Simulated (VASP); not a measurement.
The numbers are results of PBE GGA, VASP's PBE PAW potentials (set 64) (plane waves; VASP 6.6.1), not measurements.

A VASP calculation is set up with these files.

INCAR:
```
! general
SYSTEM   =  Ge(SbTe2)2
PREC     =  Accurate
ENCUT    =  300
LREAL    =  F   ! projection in real space or not
LASPH    =  T   ! aspherical one-centre terms

! electronic loop
EDIFF    =  1E-6   ! SCF stop (eV)
NELM     =  100   ! most electronic steps
ALGO     =  Normal
LMAXMIX  =  4   ! l cut-off of mixed one-centre charges

! smearing
ISMEAR   =  0   ! Gaussian
SIGMA    =  0.05   ! width (eV)

! functional
GGA      =  PE

! ions
ISIF     =  2   ! forces and stress, cell fixed

! output
LWAVE    =  F
LCHARG   =  F
```

File KPOINTS:
```
kpoints
0
G
  3 3 3
```

### POSCAR
```
Ge(SbTe2)2
1
    2.1670250000     1.2511330000    14.1085000000
   -2.1670250000     1.2511330000    14.1085000000
    0.0000000000    -2.5022650000    14.1085000000
Ge Sb Te
1 2 4
Direct
  0.0000000000   0.0000000000   0.0000000000
  0.4273000000   0.4273000000   0.4273000000
  0.5727000000   0.5727000000   0.5727000000
  0.1327000000   0.1327000000   0.1327000000
  0.8673000000   0.8673000000   0.8673000000
  0.2898000000   0.2898000000   0.2898000000
  0.7102000000   0.7102000000   0.7102000000
```

POTCAR, in this order: Ge_d Sb Te (PBE.64 set). Program: vasp_std.

The run wrote:

OSZICAR:
```
       N       E                     dE             d eps       ncg     rms          rms(c)
DAV:   1     0.267871156240E+03    0.26787E+03   -0.14238E+04   348   0.131E+03
DAV:   2     0.913066115115E+01   -0.25874E+03   -0.25263E+03   380   0.298E+02
DAV:   3    -0.245053790250E+02   -0.33636E+02   -0.32115E+02   420   0.103E+02
DAV:   4    -0.261942642359E+02   -0.16889E+01   -0.16541E+01   416   0.241E+01
DAV:   5    -0.262696569558E+02   -0.75393E-01   -0.74612E-01   488   0.483E+00    0.940E+00
DAV:   6    -0.260010196208E+02    0.26864E+00   -0.89091E-01   528   0.443E+00    0.605E+00
DAV:   7    -0.260378700548E+02   -0.36850E-01   -0.50431E-01   436   0.316E+00    0.225E+00
DAV:   8    -0.260176648961E+02    0.20205E-01   -0.12285E-01   480   0.208E+00    0.669E-01
DAV:   9    -0.260137249081E+02    0.39400E-02   -0.30391E-02   436   0.769E-01    0.474E-01
DAV:  10    -0.260141397567E+02   -0.41485E-03   -0.35977E-03   412   0.270E-01    0.338E-01
DAV:  11    -0.260143144093E+02   -0.17465E-03   -0.58597E-04   444   0.133E-01    0.184E-01
DAV:  12    -0.260144251322E+02   -0.11072E-03   -0.34713E-04   380   0.983E-02    0.106E-01
DAV:  13    -0.260144114915E+02    0.13641E-04   -0.39155E-05   408   0.313E-02    0.896E-02
DAV:  14    -0.260144082295E+02    0.32620E-05   -0.61559E-06   424   0.956E-03    0.755E-02
DAV:  15    -0.260144052899E+02    0.29396E-05   -0.25889E-06   320   0.615E-03    0.505E-02
DAV:  16    -0.260144024279E+02    0.28620E-05   -0.20602E-05   424   0.160E-02    0.538E-03
DAV:  17    -0.260144026452E+02   -0.21727E-06   -0.17219E-06   316   0.584E-03
   1 F= -.26014403E+02 E0= -.26014403E+02  d E =-.233319E-10
```

### OUTCAR
```
------------------------ aborting loop because EDIFF is reached ----------------------------------------
  FORCE on cell =-STRESS in cart. coord.  units (eV):
  Direction    XX          YY          ZZ          XY          YZ          ZX
  --------------------------------------------------------------------------------------
  Total       -0.6077570     -0.6077572     -4.0382221      0.0000000     -0.0000001      0.0000000
  in kB       -4.2426889     -4.2426903    -28.1904106      0.0000000     -0.0000007      0.0000000
  external PRESSURE =     -12.2252633 kB  Pullay stress =       0.0000000 kB
  volume of cell :      229.51
      direct lattice vectors                 reciprocal lattice vectors
     2.167025000  1.251133000 14.108500000     0.230731071  0.133212625  0.023626416
    -2.167025000  1.251133000 14.108500000    -0.230731071  0.133212625  0.023626416
     0.000000000 -2.502265000 14.108500000     0.000000000 -0.266425250  0.023626425
 POSITION                                       TOTAL-FORCE (eV/Angst)
 -----------------------------------------------------------------------------------
      0.00000      0.00000      0.00000         0.000000      0.000000      0.000000
      0.00000      0.00000     18.08569         0.000000     -0.000000     -0.434263
      0.00000      0.00000     24.23981         0.000000      0.000000      0.434263
      0.00000      0.00000      5.61659         0.000000     -0.000000     -0.170847
      0.00000      0.00000     36.70891         0.000000      0.000000      0.170847
      0.00000      0.00000     12.26593         0.000000      0.000000      0.143659
      0.00000      0.00000     30.05957         0.000000     -0.000000     -0.143659
 -----------------------------------------------------------------------------------
    total drift:                               -0.000000      0.000000     -0.000000
  FREE ENERGIE OF THE ION-ELECTRON SYSTEM (eV)
  ---------------------------------------------------
  free  energy   TOTEN  =       -26.0144026452 eV

  energy  without entropy=      -26.0144026452  energy(sigma->0) =      -26.01440265
```
(Selected blocks of OUTCAR.)

At this cut-off the stress carries a Pulay error, which pulls relaxed volumes low.

The structure was generated: GeSb2Te4 was put into an ordered model structure, which need not be its known phase. The cell was not relaxed at this level. The k-mesh is coarse (spacing up to 0.56 per Å, 2π included), so the numbers may not be converged in it.
